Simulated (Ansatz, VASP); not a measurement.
**HfSi in two plane-wave programs**

Wanted: the spread between two codes on one cell, functional and k mesh. The cell is generated by rule, not measured, and may not be a known phase. The cell is taken from a series of runs on this material, whose earlier steps may have relaxed, scaled, displaced or heated it; both programs get it as it stands.

Calculated with Ansatz 0.2.0; plane waves, with VASP 6.6.1 beside it; zone-centre phonons at LDA.

The structure was built from a prototype and need not be the compound's stable phase.

## (1) The starting structure

The structure is orthorhombic, space group Cmmm (No. 65). Conventional cell: a = 3.804 Å, b = 4.577 Å, c = 3.804 Å, α = 90.00°, β = 90.00°, γ = 90.00°. Nearest to Hf lie 8 Si at 2.69 to 2.98 Å and 4 Hf at 2.98 Å. Nearest to Si lie 8 Hf at 2.69 to 2.98 Å and 4 Si at 2.98 Å. Farther neighbours are not listed.

Structure file:

```cif
data_structure
_symmetry_space_group_name_H-M 'Cmmm'
_symmetry_Int_Tables_number 65
_cell_length_a 3.8042
_cell_length_b 4.5768
_cell_length_c 3.8035
_cell_angle_alpha 90.000
_cell_angle_beta 90.000
_cell_angle_gamma 90.000
_cell_volume 66.22
loop_
_atom_site_label
_atom_site_type_symbol
_atom_site_symmetry_multiplicity
_atom_site_Wyckoff_symbol
_atom_site_fract_x
_atom_site_fract_y
_atom_site_fract_z
_atom_site_occupancy
Hf1 Hf 2 a 0.00000 0.00000 0.00000 1
Si1 Si 2 c 0.50000 0.00000 0.50000 1
```

## (2) Ansatz: zone-centre phonons, LDA

Ansatz runs on its default PAW (the set named soft_2) files.

Second derivatives magnify differences that forces hide, and they need a tight electronic threshold.

input.yaml

```yaml
crystal:
  lattice:
    - [1.9020867428, -2.2883833653, 0.0]
    - [1.9020867428, 2.2883833653, 0.0]
    - [0.0, 0.0, 3.803530837]
  atoms:
    - { symbol: Hf, position: [0.0, 0.0, 0.0] }
    - { symbol: Si, position: [0.5, 0.5, 0.5] }
kpoints:
  mp_grid: { grid: [12, 12, 10] }
hamiltonian:
  xc: lda
scf:
  occupations: { method: methfessel_paxton, width: 0.15 }
output:
  eigenvalues: true
phonons:
  method: dfpt
```

Started as:

```sh
ansatz run input.yaml --threads 4 --pin off --max-ram 7168MiB --backend cpu --events-out ev --progress --plain --runs-dir out
```

Numbers of over 12 decimals in the logs are rounded to 6 here.

Output:

```text
zone centre: on kpoints.mp_grid the ground state, and the responses unless they are solved on pairs of k-points, stand on 258 of the mesh's 1440 k-points, reduced under 8 symmetry operations, with k and −k counted as one. Each operation leaves every solved displacement unchanged or reverses it
Engine: ansatz 0.2.0, aarch64-unknown-linux-gnu
Pseudopotentials: kind: paw
Pseudopotential: Hf, paw, valence charge 26, recommended cutoff 420 eV (normal), Hf.paw.azcp
Pseudopotential: Si, paw, valence charge 4, recommended cutoff 420 eV (normal), Si.paw.azcp
Functional definition: SPW92
  exchange = slater_x
  correlation = pw_c
Crystal: 2 atoms, lattice volume = 33.111 Å³
Basis set: ecut = 420 eV, 645 PW (Γ), exchange–correlation on 40×40×54 points (8 copies of the dense FFT grid, shifted against one another)
Bands: 19, of which v1, the nominal top of the filled ones, is band 15 counted from 1 (14 counted from 0)
Symmetry: 8 space group operations
k-points: 258 of 1440
Non-local potential: Hf, projectors of the file, l = 0: 3, l = 1: 2, l = 2: 2, l = 3: 3
Non-local potential: Si, projectors of the file, l = 0: 2, l = 1: 2, l = 2: 2
PAW form: soft (Blöchl's): semilocal exchange-correlation on the pseudo side does not see the compensation charge
PAW frozen core: Hf, regenerated for the run's functional, and the local potential with it (the file was generated under x = pbe(κ = 0.804, μ = 0.219515), c = pbe(β = 0.066725))
PAW frozen core: Si, regenerated for the run's functional, and the local potential with it (the file was generated under x = pbe(κ = 0.804, μ = 0.219515), c = pbe(β = 0.066725))
PAW one-centre angular grid: Hf, 590 points (default); XC on 64 Gauss nodes
PAW one-centre angular grid: Si, 110 points (default); XC on 64 Gauss nodes
Initial density: superposition of atomic densities (neutral atoms: chi_scale 0, normalization atom), corrected by the library's trained network
Initial wavefunctions: pseudopotential atomic-orbital guess
Functional: x = slater, c = lda
SCF iter   1: F=—  HF=-16086.589972 eV  |F-HF|=—  |Δ(HF+E_count)|=         —  Δρ=5.70e-3  dr2=8.41e-3  ethr=1.77e-3  ⟨swp⟩=5.0  Hψ=21336  notcnv=0
preconditioner: auto → none  [metal: Δε(μ)=0.005 eV  Ē_g=16.652 eV  σ=0.150 eV  W_gap=0.03  n_scr=6 (ndim 8)  ℏωp=34.1 eV  f_vac=0.000  D(μ)=0.89/eV (n_scr^D=6)  sad-step TF]
SCF iter   2: F=—  HF=-16086.588513 eV  |F-HF|=—  |Δ(HF+E_count)|=   1.46e-3  S|Δr|=    0.00e0  Δρ=3.47e-3  dr2=3.11e-3  ethr=2.80e-5  ⟨swp⟩=2.1  Hψ=8945  notcnv=0
SCF iter   3: F=—  HF=-16086.588153 eV  |F-HF|=—  |Δ(HF+E_count)|=   3.60e-4  S|Δr|=    0.00e0  Δρ=9.32e-4  dr2=2.43e-4  ethr=1.04e-5  ⟨swp⟩=2.0  Hψ=7624  notcnv=0
SCF iter   4: F=—  HF=-16086.587684 eV  |F-HF|=—  |Δ(HF+E_count)|=   4.69e-4  S|Δr|=    0.00e0  Δρ=1.79e-4  dr2=5.01e-6  ethr=8.09e-7  ⟨swp⟩=2.0  Hψ=8790  notcnv=0
SCF iter   5: F=—  HF=-16086.587686 eV  |F-HF|=—  |Δ(HF+E_count)|=   1.69e-6  S|Δr|=    0.00e0  Δρ=7.00e-5  dr2=3.89e-6  ethr=1.67e-8  ⟨swp⟩=2.1  Hψ=8846  notcnv=0
SCF iter   6: F=—  HF=-16086.587686 eV  |F-HF|=—  |Δ(HF+E_count)|=   2.85e-7  S|Δr|=    0.00e0  Δρ=3.94e-5  dr2=1.34e-6  ethr=1.30e-8  ⟨swp⟩=2.0  Hψ=6081  notcnv=0
SCF iter   7: F=—  HF=-16086.587684 eV  |F-HF|=—  |Δ(HF+E_count)|=   2.06e-6  S|Δr|=    0.00e0  Δρ=3.20e-6  dr2=2.57e-9  ethr=4.47e-9  ⟨swp⟩=3.0  Hψ=8669  notcnv=0
SCF iter   8: F=—  HF=-16086.587684 eV  |F-HF|=—  |Δ(HF+E_count)|=  4.64e-10  S|Δr|=    0.00e0  Δρ=5.86e-7  dr2=4.13e-11  ethr=8.58e-12  ⟨swp⟩=2.1  Hψ=8838  notcnv=0
SCF iter   9: F=-16086.587684 eV  HF=-16086.587684 eV  |F-HF|=3.64e-12  |Δ(HF+E_count)|=  1.82e-11  S|Δr|=    0.00e0  Δρ=6.01e-8  dr2=4.56e-13  ethr=1.00e-12  ⟨swp⟩=5.5  Hψ=22353  notcnv=0
SCF 1 converged in 9 iterations: F = -16086.587684 eV  dr2 = 4.56e-13
  greatest PAW one-centre occupation: 0.998 electrons in one spin orbital (limit 2), on the Hf atom at site 0 (counted from 0), in its partial waves of l = 3
DFPT response loops at Γ: preconditioner auto → Kerker (q_TF=auto, 2.684 Å⁻¹) (partly filled bands, converged f_vac=0.000); β = 1.00, the filter's whole step (`scf.mixing.beta` (0.50) is not read by the response loops under this deck's `scf.mixing.preconditioner`; to damp them name `kerker` or `kerker_dos`, under which they read `scf.mixing.beta`, and type it under 1.00, their step now; both keys bind the ground state too); Broyden in place of MSR1
SCF converged after 9 iterations
Stability not checked: this state was not tested for a lower state beside it, because cold or Methfessel-Paxton smearing, or corrected tetrahedra, fill the levels in a way that the test cannot read (fill_not_monotonic; see scf.lower_state_search)
Free energy (F): -16086.587684 eV
Harris-Foulkes:  -16086.587684 eV  (|F-HF|=3.64e-12)
Internal energy: -16086.587638 eV  (E = F + TS)
E sigma→0 (E₀):  -16086.587673 eV
Entropy (-TS):   -0.000047 eV (-0.023 meV/atom)
Fermi energy:    17.786217 eV
Step filling:    the computed levels leave a gap of 0.0078 eV = 0.1 smearing widths at the electron count; against every level under it full and every level over it empty, smearing changes F+E_penalty+E_count by +0.118 meV and its σ→0 estimate by +0.130 meV
--- Per-component energies (eV) ---
  E_band       = 35.534513
  E_kinetic    = 470.709795
  E_local      = -5911.107402  (includes V_loc(G=0)·N_el)
  E_nonlocal   = -1205.767086
  E_hartree    = 2794.193411
  E_xc         = -355.127945
  E_vxc        = -317.360470  (∫ρ·V_xc dr)
  E_paw        = -7172.245427  (= ΣΔE_a)
  E_vpaw       = 1410.672853  (= ΣTr[D̂ρ^β])
  E_aug_tail   = 0.000004  (compensation charges beyond the density's cutoff)
  E_ewald      = -4709.784560
  E_core_change = 2.541573  (= ΣΔE_core)
  E_smearing   = -0.000047  (= −TS)
  E_closure    = 0.000000  (closes the sum)
  Σ components = -16086.587684   (vs F -16086.587684, Δ=0.00e0)
--- Band table (eV; the first three rows and the last of 258) ---
  k-point 0: bands = [... 11 lower, 6.3339, 14.9504, 16.4109, 17.0578, 20.6766, 21.6965, 22.1730, 22.3366]
  k-point 1: bands = [... 11 lower, 6.4390, 14.4797, 16.4542, 17.3743, 19.9944, 21.5639, 22.3629, 22.5776]
  k-point 2: bands = [... 11 lower, 6.8223, 13.4764, 16.5726, 18.0110, 19.1761, 20.9742, 22.4349, 23.8730]
  k-point 257: bands = [... 11 lower, 12.5901, 13.1828, 13.7239, 14.0340, 20.8455, 20.9922, 21.7511, 23.9139]
--- Phonons (Γ-DFPT): 6 representative perturbations + reference, on 258 of 1440 k-points (Σ response iterations 18) ---
  k mesh reduced under 8 symmetry operations, with k and −k counted as one. Each operation leaves every solved displacement unchanged or reverses it
  ASR residual: 5.308e-5 → 0.000e0 eV/Å²; symmetrization residual: 1.119e-6 eV/Å²
  ASR residual per site (eV/Å²): 5.31e-5 3.26e-5
  Γ frequencies (cm⁻¹): 0.00 0.00 0.00 82.61 282.64 324.84
  non-analytic LO–TO correction: not included (Born effective charges unavailable; polar crystals: no LO–TO splitting at Γ)
```

Reading the cycles: dr2 is the Hartree energy of the density residual (eV), the measure of convergence; HF is the Harris–Foulkes estimate of the energy, which meets the free energy F at convergence.

(Continued in part 2 of 2.)

[Lines on the potential files, build, host, timing and source positions are cut from VASP's logs without a mark.]

[Logs are printed without paths, hosts, clocks, repeated set-up lines and the standing remarks that a program may print on its own settings, such as how far it seeks lower states.]

[Hosts, paths, dates, database ids (printed as entryN), source tags and the programs' standing remarks are cut or masked in the printed files.]
